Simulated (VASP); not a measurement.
Energy against volume of Li (bcc). Method: optB88-vdW, VASP's PBE PAW potentials (set 64) (plane waves; VASP). Numerical set-up: 520 eV cut-off, 15×15×15 Γ-centred mesh, first-order Methfessel-Paxton smearing of 0.10 eV, potentials Li_sv.

```tsv
V (Å³/atom)	E (eV/atom)
19.397	-0.97663
19.996	-0.97791
20.596	-0.97759
21.196	-0.97587
```

Task: Fit these four points and predict the energy of the run at 18.797 Å³/atom.

Result: A cubic in V^(−2/3), the third-order Birch-Murnaghan form, passes through the four points with V0 = 20.17 Å³/atom and B0 = 14 GPa, and gives -0.9735 eV/atom there. The run gave -0.9735 eV/atom, -0.0 meV/atom from the fit; all five points give B0 = 14 GPa.

The compound is Li in the bcc structure. It was relaxed first, which changed the volume by -5 %.
